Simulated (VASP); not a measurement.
VASP input:

### INCAR
```
SYSTEM = HfB2
PREC = Accurate
ENCUT = 520
EDIFF = 1E-6
NELM = 100
ALGO = Normal
LREAL = .FALSE.
LASPH = .TRUE.
ISMEAR = 1
SIGMA = 0.1
GGA = PE
LMAXMIX = 6
LWAVE = .FALSE.
LCHARG = .FALSE.
ISIF = 2
ICHARG = 11
```

### POSCAR
```
HfB2
1
    1.6014000000    -2.7737060000     0.0000000000
    1.6014000000     2.7737060000     0.0000000000
    0.0000000000     0.0000000000     3.5496000000
Hf B
1 2
Direct
  0.0000000000   0.0000000000   0.0000000000
  0.3333330000   0.6666670000   0.5000000000
  0.6666670000   0.3333330000   0.5000000000
```

**KPOINTS**
```
Automatic mesh
0
Gamma
8 8 7
0 0 0
```

POTCAR, in this order: Hf_pv B (PBE.64 set). Program: vasp_std.

The resulting files:

### standard output
```
 POSCAR found type information on POSCAR HfB
 POSCAR found :  2 types and       3 ions
 Reading from existing POTCAR
 Reading from existing POTCAR
 LDA part: xc-table for (Slater+PW92), standard interpolation
 WARNING: stress and forces are not correct
 POSCAR, INCAR and KPOINTS ok, starting setup
 WAVECAR not read
 WARNING: CHGCAR is incomplete

 -----------------------------------------------------------------------------
|                                                                             |
|     EEEEEEE  RRRRRR   RRRRRR   OOOOOOO  RRRRRR      ###     ###     ###     |
|     E        R     R  R     R  O     O  R     R     ###     ###     ###     |
|     E        R     R  R     R  O     O  R     R     ###     ###     ###     |
|     EEEEE    RRRRRR   RRRRRR   O     O  RRRRRR       #       #       #      |
|     E        R   R    R   R    O     O  R   R                               |
|     E        R    R   R    R   O     O  R    R      ###     ###     ###     |
|     EEEEEEE  R     R  R     R  OOOOOOO  R     R     ###     ###     ###     |
|                                                                             |
|     ICHARG>10                                                               |
|                                                                             |
|       ---->  I REFUSE TO CONTINUE WITH THIS SICK JOB ... BYE!!! <----       |
|                                                                             |
 -----------------------------------------------------------------------------
```

### Question
From input and log, find the fault in this run and mend it.

### Answer
The cause: ICHARG = 11 asks for a fixed density, but there is no CHGCAR. VASP stops with an error: ERROR: charge density could not be read from file CHGCAR for ICHARG>10 ----> I REFUSE TO CONTINUE WITH THIS SICK JOB ... BYE!!! <---- To mend it, run self-consistently first and keep its CHGCAR, or remove ICHARG. The plain static run on this cell (PBE GGA, plane waves, VASP's PBE PAW potentials (set 64)) converges, and its OSZICAR ends with
```
   1 F= -.26328095E+02 E0= -.26327962E+02  d E =-.398337E-03
```

The compound is HfB2 in the AlB2 type structure. The cell was not relaxed at this level.
